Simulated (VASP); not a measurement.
# CuF (P4/mmm) in VASP: further runs, part 2 of 2

VASP 6.6.1. Earlier steps stand in the parts before.

### Step 4. Relaxation of cell and atoms, r2SCAN

INCAR

```
SYSTEM = CuF
ALGO = Normal
EDIFF = 1E-7
EDIFFG = -0.02
ENCUT = 600
IBRION = 2
ISIF = 3
ISMEAR = 0
LASPH = .True.
LCHARG = .False.
LMIXTAU = .True.
LREAL = .False.
LWAVE = .False.
METAGGA = R2SCAN
NELM = 60
NSW = 40
PREC = Accurate
SIGMA = 0.05
```

KPOINTS

```
k-points
0
Gamma
  11 11 8
  0 0 0
```

POSCAR

```
CuF
1.0
    2.4710065500      0.0000000000      0.0000000000
    0.0000000000      2.4710065500      0.0000000000
    0.0000000000      0.0000000000      3.4165013900
Cu F
1 1
Direct
    0.0000000000      0.0000000000      0.0000000000
    0.5000000000      0.5000000000      0.5000000000
```

Potentials or basis: VASP PAW PBE potentials, release 64 (Cu, F).

Command:

```console
> cat potpaw_PBE.64/Cu/POTCAR potpaw_PBE.64/F/POTCAR > POTCAR
> mpirun -np 1 vasp_std > vasp.out
```

OUTCAR:

```text
SYSTEM = CuF
   EDIFF = 1E-7
   EDIFFG = -0.02
   ENCUT = 600
   IBRION = 2
   ISIF = 3
   ISMEAR = 0
   LASPH = .True.
   LREAL = .False.
   METAGGA = R2SCAN
   NELM = 60
   NSW = 40
   PREC = Accurate

 ion  position               nearest neighbor table
   1  0.000  0.000  0.000-
   2  0.500  0.500  0.500-

  LATTYP: Found a simple tetragonal cell.
 ALAT       =     2.4710065500
 C/A-ratio  =     1.3826355054

  Lattice vectors:

 A1 = (   2.4710065500,   0.0000000000,   0.0000000000)
 A2 = (   0.0000000000,   2.4710065500,   0.0000000000)
 A3 = (   0.0000000000,   0.0000000000,   3.4165013900)

Analysis of symmetry for initial positions (statically):
=====================================================================
 Subroutine PRICEL returns:
 Original cell was already a primitive cell.
[... 370 lines left out ...]
 fundamental gap:      0.2263446756
 Fermi energy:         4.8706665330

 k-point     1 :       0.0000    0.0000    0.0000
  band No.  band energies     occupation
      1     -20.7792      2.00000
      2      -0.0320      2.00000
      3       0.0157      2.00000
      4       0.0157      2.00000
      5       2.9658      2.00000
      6       2.9771      2.00000
      7       3.3619      2.00000
      8       4.4734      2.00000
      9       4.4734      2.00000
     10       4.4810      2.00000
     11      20.8102      0.00000
     12      20.9364      0.00000
     13      22.6927      0.00000
[... 354 lines left out ...]
  band No.  band energies     occupation
      1     -20.6175      2.00000
      2      -1.3418      2.00000
      3      -0.5010      2.00000
      4       0.0086      2.00000
      5       3.1671      2.00000
      6       3.5134      2.00000
      7       4.2542      2.00000
      8       4.4004      2.00000
      9       4.5941      2.00000
     10       5.5559      0.00000
     11      17.4433      0.00000
     12      19.1054      0.00000
     13      22.9476      0.00000

 [... further k-points ...]
[... 5 lines left out ...]
  --------------------------------------------------------------------------------------
  -------------------------------------------------------------------------------------
  Total       -0.0147979     -0.0147979      0.0054329      0.0000000      0.0000000      0.0000000
  in kB       -1.1546912     -1.1546912      0.4239321      0.0000000      0.0000000      0.0000000
  external PRESSURE =      -0.6284835 kB  Pullay stress =       0.0000000 kB
[... 17 lines left out ...]
  FREE ENERGIE OF THE ION-ELECTRON SYSTEM (eV)
  ---------------------------------------------------
  free  energy   TOTEN  =       -15.7512700665 eV

  energy  without entropy=      -15.7493825131  energy(sigma->0) =      -15.75032629

 reached required accuracy - stopping structural energy minimisation
```

OSZICAR:

```text
N       E                     dE             d eps       ncg     rms          rms(c)
DAV:   1     0.126286891106E+03    0.12629E+03   -0.10817E+04  2863   0.250E+03
[... 142 lines left out ...]
DAV:   4    -0.157513125127E+02    0.25371E-03   -0.43537E-04  3327   0.632E-01    0.489E-02
DAV:   5    -0.157512690596E+02    0.43453E-04   -0.61859E-05  3774   0.117E-01    0.117E-02
DAV:   6    -0.157512655956E+02    0.34640E-05   -0.13172E-05  3681   0.717E-02    0.577E-03
DAV:   7    -0.157512681601E+02   -0.25645E-05   -0.10117E-05  3395   0.569E-02    0.310E-03
DAV:   8    -0.157512699428E+02   -0.17827E-05   -0.38105E-06  3572   0.402E-02    0.273E-03
DAV:   9    -0.157512701156E+02   -0.17278E-06   -0.55770E-07  4006   0.162E-02    0.541E-04
DAV:  10    -0.157512700665E+02    0.49157E-07   -0.44192E-08  1410   0.332E-03
  11 F= -.15751270E+02 E0= -.15750326E+02  d E =-.333234E-03
```

CONTCAR:

```text
CuF
   1.00000000000000
     2.7330342211694312   -0.0000000000000000    0.0000000000000000
     0.0000000000000000    2.7330342211694312   -0.0000000000000000
    -0.0000000000000000   -0.0000000000000000    2.7488745116254343
  Cu              F
     1     1
Direct
     0.0000000000000000    0.0000000000000000    0.0000000000000000
     0.5000000000000000    0.5000000000000000    0.5000000000000000

  0.00000000E+00  0.00000000E+00  0.00000000E+00
  0.00000000E+00  0.00000000E+00  0.00000000E+00
```

Wall time 9.9 min (1 thread of Intel Xeon Platinum 8559C (Emerald Rapids), shared host); peak memory 0.17 GiB.

Results:

```yaml
Free_energy: -15.7513 eV
Relaxed_volume: 10.27 Å³/atom
Relaxed_cell: a = 2.733 Å, b = 2.733 Å, c = 2.749 Å, α = 90.00°, β = 90.00°, γ = 90.00°
Space_group_after_relaxing_to_0.05_Å: Pm-3m (No. 221)
Energy_gained_by_relaxing: 129.3 meV/atom
Ionic_steps: 11
Pressure_after_relaxing: -0.1 GPa
Band_gap_on_the_k_mesh: none (metal or under the smearing width)
```

Stress tensor (GPa, compression positive):
```
-0.12  0.00  0.00
 0.00 -0.12  0.00
 0.00  0.00  0.04
```

The path:
```
step  energy change (eV)  largest force (eV/Å)  pressure (GPa)  volume (Å³)
   1              0.0000                0.0000           -2.15        20.86
   2             -0.1464                0.0000            0.42        20.39
   3             -0.2080                0.0000            3.82        19.91
   4             -0.1901                0.0000           13.45        18.74
   5             -0.2391                0.0000            1.75        20.20
   6             -0.2407                0.0000            3.34        19.98
   7             -0.2522                0.0000            1.68        20.22
   8             -0.2581                0.0000           -0.11        20.53
   9             -0.2584                0.0000           -0.53        20.61
  10             -0.2584                0.0000           -0.61        20.62
  11             -0.2587                0.0000           -0.06        20.53
```

Final structure:
```
Cu F
1.0
     2.73303    0.00000    0.00000
     0.00000    2.73303    0.00000
     0.00000    0.00000    2.74887
Cu F
1 1
Cartesian
  0.0000 0.0000 0.0000
  1.3665 1.3665 1.3744
```

Caveat: the PAW data sets were made with another functional, which shifts forces and pressure a little; the run has no spin polarisation, though such a crystal can be magnetic; semilocal functionals often make such compounds metallic where correlation or magnetic order opens a gap, which also shifts bond lengths. With open d or f shells a metallic result of r2SCAN can be an artefact of self-interaction; +U or a hybrid may open a gap.

### Step 5. Relaxation of cell and atoms, SCAN

INCAR

```
SYSTEM = CuF
PREC = Accurate
ENCUT = 600
EDIFF = 1E-7
ISMEAR = 0
SIGMA = 0.05
LREAL = .FALSE.
LASPH = .TRUE.
NELM = 60
ALGO = Normal
ISIF = 3
LWAVE = .FALSE.
LCHARG = .FALSE.
METAGGA = SCAN
LMIXTAU = .TRUE.
IBRION = 2
NSW = 60
EDIFFG = -0.02
```

KPOINTS

```
regular mesh
0
G
  11 11 8
  0 0 0
```

POSCAR is that of step 4.

Potentials or basis: VASP PAW PBE potentials, release 64 (Cu, F).

Command:

```console
> cat potpaw_PBE.64/Cu/POTCAR potpaw_PBE.64/F/POTCAR > POTCAR
> mpirun -np 1 vasp_std > vasp.out
```

OUTCAR:

```text
SYSTEM = CuF
   PREC = Accurate
   ENCUT = 600
   EDIFF = 1E-7
   ISMEAR = 0
   LREAL = .FALSE.
   LASPH = .TRUE.
   NELM = 60
   ISIF = 3
   METAGGA = SCAN
   IBRION = 2
   NSW = 60
   EDIFFG = -0.02

 ion  position               nearest neighbor table
   1  0.000  0.000  0.000-
   2  0.500  0.500  0.500-

  LATTYP: Found a simple tetragonal cell.
 ALAT       =     2.4710065500
 C/A-ratio  =     1.3826355054

  Lattice vectors:

 A1 = (   2.4710065500,   0.0000000000,   0.0000000000)
 A2 = (   0.0000000000,   2.4710065500,   0.0000000000)
 A3 = (   0.0000000000,   0.0000000000,   3.4165013900)

Analysis of symmetry for initial positions (statically):
=====================================================================
 Subroutine PRICEL returns:
 Original cell was already a primitive cell.

 Routine SETGRP: Setting up the symmetry group for a
 simple tetragonal supercell.

 Subroutine GETGRP returns: Found 16 space group operations
 (whereof 16 operations were pure point group operations)
 out of a pool of 16 trial point group operations.

The static configuration has the point symmetry D_4h.

Analysis of symmetry for dynamics (positions and initial velocities):
=====================================================================
 Subroutine PRICEL returns:
 Original cell was already a primitive cell.

 Routine SETGRP: Setting up the symmetry group for a
 simple tetragonal supercell.

 Subroutine GETGRP returns: Found 16 space group operations
 (whereof 16 operations were pure point group operations)
 out of a pool of 16 trial point group operations.

The dynamic configuration has the point symmetry D_4h.

 Subroutine INISYM returns: Found 16 space group operations
 (whereof 16 operations are pure point group operations),
 and found     1 'primitive' translations

[... 142 lines left out ...]
  ---------------------------------------------------
  free energy    TOTEN  =       -20.15147350 eV

  energy without entropy =      -20.15030593  energy(sigma->0) =      -20.15088971

------------------------ aborting loop because EDIFF is reached ----------------------------------------

  FORCE on cell =-STRESS in cart. coord.  units (eV):
  Direction    XX          YY          ZZ          XY          YZ          ZX
  --------------------------------------------------------------------------------------
  -------------------------------------------------------------------------------------
  Total        0.6390448      0.6390448     -2.5717245      0.0000000      0.0000000      0.0000000
  in kB       49.0808993     49.0808993   -197.5175251      0.0000000      0.0000000      0.0000000
  external PRESSURE =     -33.1185755 kB  Pullay stress =       0.0000000 kB
[... 89 lines left out ...]
  FREE ENERGIE OF THE ION-ELECTRON SYSTEM (eV)
  ---------------------------------------------------
  free  energy   TOTEN  =       -20.3414245343 eV

  energy  without entropy=      -20.3405251753  energy(sigma->0) =      -20.34097485

[... ionic steps 4 to 7 ...]

--------------------------------------- Ionic step        8  -------------------------------------------

 number of electron      17.9999988 magnetization

------------------------ aborting loop because EDIFF is reached ----------------------------------------
[... 67 lines left out ...]
--------------------------------------- Ionic step       10  -------------------------------------------

 number of electron      17.9999973 magnetization

 Free energy of the ion-electron system (eV)
  ---------------------------------------------------
  ext. energy  EPLUGINS =         0.00000000
  ---------------------------------------------------
  free energy    TOTEN  =       -20.40149611 eV

  energy without entropy =      -20.39962353  energy(sigma->0) =      -20.40055982

 E-fermi :   4.9407     XC(G=0): -12.5013

 val. band max:        4.9374611272   @ k =   0.4545   0.4545   0.5000
 cond. band min:       5.1175312176   @ k =   0.0909   0.0909   0.1250
 fundamental gap:      0.1800700904
 Fermi energy:         4.9407450180

 k-point     1 :       0.0000    0.0000    0.0000
  band No.  band energies     occupation
      1     -20.8445      2.00000
      2      -0.0277      2.00000
      3       0.0689      2.00000
      4       0.0689      2.00000
      5       2.9911      2.00000
      6       3.0125      2.00000
      7       3.3477      2.00000
      8       4.5118      2.00000
      9       4.5118      2.00000
     10       4.5237      2.00000
     11      20.8477      0.00000
     12      21.1069      0.00000
     13      22.6399      0.00000
[... 354 lines left out ...]
  band No.  band energies     occupation
      1     -20.6800      2.00000
      2      -1.3286      2.00000
      3      -0.4929      2.00000
      4       0.0609      2.00000
      5       3.2030      2.00000
      6       3.5594      2.00000
      7       4.2847      2.00000
      8       4.4399      2.00000
      9       4.6360      2.00000
     10       5.5729      0.00000
     11      17.5462      0.00000
     12      19.1244      0.00000
     13      23.6033      0.00000

 [... further k-points ...]
[... 5 lines left out ...]
  --------------------------------------------------------------------------------------
  -------------------------------------------------------------------------------------
  Total       -0.0030554     -0.0030554      0.0013758      0.0000000     -0.0000000      0.0000000
  in kB       -0.2407067     -0.2407067      0.1083834      0.0000000     -0.0000000      0.0000000
  external PRESSURE =      -0.1243433 kB  Pullay stress =       0.0000000 kB
[... 17 lines left out ...]
  FREE ENERGIE OF THE ION-ELECTRON SYSTEM (eV)
  ---------------------------------------------------
  free  energy   TOTEN  =       -20.4014961125 eV

  energy  without entropy=      -20.3996235345  energy(sigma->0) =      -20.40055982

 reached required accuracy - stopping structural energy minimisation
```

OSZICAR:

```text
N       E                     dE             d eps       ncg     rms          rms(c)
DAV:   1     0.121613257041E+03    0.12161E+03   -0.10806E+04  2863   0.249E+03
DAV:   2    -0.147744578128E+02   -0.13639E+03   -0.12497E+03  2843   0.389E+02
DAV:   3    -0.252531471596E+02   -0.10479E+02   -0.10104E+02  3306   0.120E+02
DAV:   4    -0.254061705384E+02   -0.15302E+00   -0.15293E+00  2986   0.138E+01
[... 147 lines left out ...]
DAV:   9    -0.204014953384E+02    0.25306E-05   -0.10009E-05  3998   0.815E-02    0.458E-03
DAV:  10    -0.204014960198E+02   -0.68141E-06   -0.95841E-07  3226   0.239E-02    0.117E-03
DAV:  11    -0.204014958573E+02    0.16250E-06   -0.60414E-08  1995   0.900E-03    0.776E-04
DAV:  12    -0.204014960708E+02   -0.21347E-06   -0.27313E-08  1415   0.574E-03    0.102E-04
DAV:  13    -0.204014961125E+02   -0.41729E-07   -0.11246E-08  1400   0.162E-03
  10 F= -.20401496E+02 E0= -.20400560E+02  d E =-.274994E-02
```

CONTCAR:

```text
CuF
   1.00000000000000
     2.7187310488691518    0.0000000000000000    0.0000000000000000
     0.0000000000000000    2.7187310488691518    0.0000000000000000
     0.0000000000000000    0.0000000000000000    2.7514476826778651
  Cu              F
     1     1
Direct
     0.0000000000000000    0.0000000000000000    0.0000000000000000
     0.5000000000000000    0.5000000000000000    0.5000000000000000

  0.00000000E+00  0.00000000E+00  0.00000000E+00
  0.00000000E+00  0.00000000E+00  0.00000000E+00
```

Run time: 9.7 min. Hardware: 1 thread of Intel Xeon Platinum 8559C (Emerald Rapids), shared host; peak memory 0.17 GiB.

Results:

```
Free energy                            : -20.4015 eV
Relaxed volume                         : 10.17 Å³/atom
Relaxed cell                           : a = 2.719 Å, b = 2.719 Å, c = 2.751 Å, α = 90.00°, β = 90.00°, γ = 90.00°
Space group after relaxing (to 0.05 Å) : Pm-3m (No. 221)
Energy gained by relaxing              : 125.0 meV/atom
Ionic steps                            : 10
Pressure after relaxing                : 0.0 GPa
Band gap on the k mesh                 : none (metal or under the smearing width)
```

The path:
| step | energy change (eV) | largest force (eV/Å) | pressure (GPa) | volume (Å³) |
| --- | --- | --- | --- | --- |
| 1 | 0.0000 | 0.0000 | -3.31 | 20.86 |
| 2 | -0.1375 | 0.0000 | 0.58 | 20.17 |
| 3 | -0.1900 | 0.0000 | 5.48 | 19.54 |
| 4 | -0.1240 | 0.0000 | 19.58 | 18.11 |
| 5 | -0.1910 | 0.0000 | 9.94 | 19.07 |
| 6 | -0.2470 | 0.0000 | -1.54 | 20.68 |
| 7 | -0.2472 | 0.0000 | -0.57 | 20.52 |
| 8 | -0.2473 | 0.0000 | -0.76 | 20.55 |
| 9 | -0.2482 | 0.0000 | -0.79 | 20.50 |
| 10 | -0.2500 | 0.0000 | -0.01 | 20.34 |

Final structure:
```yaml
crystal:
  lattice:
    - [2.71873, 0.00000, 0.00000]
    - [0.00000, 2.71873, 0.00000]
    - [0.00000, 0.00000, 2.75145]
  atoms:
    - { symbol: Cu, position: [0.00000, 0.00000, 0.00000] }
    - { symbol: F, position: [0.50000, 0.50000, 0.50000] }
```

Caveat: the PAW data sets were made with another functional, which shifts forces and pressure a little; the run has no spin polarisation, though such a crystal can be magnetic; semilocal functionals often make such compounds metallic where correlation or magnetic order opens a gap, which also shifts bond lengths.

### Step 6. Relaxation of cell and atoms, r2SCAN+D4

INCAR

```
ALGO = Normal
EDIFF = 1E-7
EDIFFG = -0.01
ENCUT = 600
IBRION = 2
ISIF = 3
ISMEAR = 0
IVDW = 13
LASPH = T
LCHARG = F
LMIXTAU = T
LREAL = F
LWAVE = F
METAGGA = R2SCAN
NELM = 60
NSW = 60
PREC = Accurate
SIGMA = 0.05
VDW_A1 = 0.51559235
VDW_A2 = 5.77342911
VDW_S6 = 1.0
VDW_S8 = 0.6018749
```

KPOINTS

```
k-points
0
Gamma
  11 11 8
```

POSCAR is that of step 5.

Potentials or basis: VASP PAW PBE potentials, release 64 (Cu, F).

Command:

```console
> cat potpaw_PBE.64/Cu/POTCAR potpaw_PBE.64/F/POTCAR > POTCAR
> mpirun -np 1 vasp_std > vasp.out
```

It took 10 min on 1 thread of Intel Xeon Platinum 8559C (Emerald Rapids), shared host; peak memory 0.17 GiB.

Results (log left out):

| Quantity | Value |
| --- | --- |
| Free energy | -15.9582 eV |
| Relaxed volume | 10.17 Å³/atom |
| Relaxed cell | a = 2.721 Å, b = 2.721 Å, c = 2.748 Å, α = 90.00°, β = 90.00°, γ = 90.00° |
| Space group after relaxing (to 0.05 Å) | Pm-3m (No. 221) |
| Energy gained by relaxing | 130.3 meV/atom |
| Ionic steps | 11 |
| Pressure after relaxing | -0.1 GPa |
| Band gap on the k mesh | none (metal or under the smearing width) |
| Dispersion energy per atom | -0.104 eV |

Stress tensor (GPa, compression positive):
```
-0.02  0.00  0.00
 0.00 -0.02  0.00
 0.00  0.00 -0.12
```

Step by step:
```tsv
step	energy change (eV)	largest force (eV/Å)	pressure (GPa)	volume (Å³)
1	0.0000	0.0000	-3.28	20.86
2	-0.1494	0.0000	0.57	20.18
3	-0.2004	0.0000	4.63	19.62
4	-0.1695	0.0000	15.85	18.36
5	-0.2077	0.0000	8.86	19.09
6	-0.2553	0.0000	-1.57	20.63
7	-0.2555	0.0000	-1.01	20.53
8	-0.2580	0.0000	-0.71	20.48
9	-0.2602	0.0000	-0.28	20.39
10	-0.2581	0.0000	0.78	20.20
11	-0.2606	0.0000	-0.05	20.34
```

Final structure:
```
Cu F
1.0
     2.72072    0.00000    0.00000
     0.00000    2.72072    0.00000
     0.00000    0.00000    2.74842
Cu F
1 1
Direct
  0.00000 0.00000 0.00000
  0.50000 0.50000 0.50000
```

Levels at points of the mesh, in eV from the Fermi level:
| k point | band 5 | band 6 | band 7 | band 8 | band 9 | band 10 | band 11 | band 12 | band 13 |
| --- | --- | --- | --- | --- | --- | --- | --- | --- | --- |
| (0.00, 0.00, 0.00) | -1.94 | -1.92 | -1.50 | -0.40 | -0.40 | -0.39 | 15.94 | 16.16 | 17.83 |
| (0.00, 0.00, 0.50) | -1.72 | -0.47 | -0.35 | -0.21 | -0.21 | 4.79 | 5.26 | 17.65 | 17.65 |

Caveat: the PAW data sets were made with another functional, which shifts forces and pressure a little; the run has no spin polarisation, though such a crystal can be magnetic; semilocal functionals often make such compounds metallic where correlation or magnetic order opens a gap, which also shifts bond lengths; pairwise dispersion overbinds metals, which lowers pressure and volume.

### Step 7. For comparison

An earlier run on the cell as given: functional PBE; potentials or basis VASP PAW PBE potentials, release 64 (Cu, F); cutoff 520 eV; k mesh 11 × 11 × 8; occupations fermi-dirac, width 0.05 eV; no spin polarisation.

* Pressure: 4.3 GPa
* Band gap on the k mesh: none (metal or under the smearing width)

### Step 8. The runs side by side

| task | level | cell | cutoff (eV) | smearing | gap on the mesh (eV) | pressure (GPa) | relaxed volume (Å³/atom) |
| --- | --- | --- | --- | --- | --- | --- | --- |
| relaxation of cell and atoms | PBE | relaxed | 600 | gaussian 0.05 eV | none | -0.1 | 10.86 |
| relaxation of cell and atoms | r2SCAN | relaxed | 600 | gaussian 0.05 eV | none | -0.1 | 10.27 |
| relaxation of cell and atoms | SCAN | relaxed | 600 | gaussian 0.05 eV | none | 0.0 | 10.17 |
| relaxation of cell and atoms | r2SCAN+D4 | relaxed | 600 | gaussian 0.05 eV | none | -0.1 | 10.17 |
| single point | PBE | as given | 520 | fermi-dirac 0.05 eV | none | 4.3 | - |

Alike in all rows: potentials or basis VASP PAW PBE potentials, release 64 (Cu, F); no spin polarisation; k mesh 11 × 11 × 8.

Caveats: the run has no spin polarisation, though such a crystal can be magnetic; semilocal functionals often make such compounds metallic where correlation or magnetic order opens a gap, which also shifts bond lengths; the PAW data sets were made with another functional, which shifts forces and pressure a little (some runs); pairwise dispersion overbinds metals, which lowers pressure and volume (some runs).

Absolute energies hang on the potentials; compare differences alone.
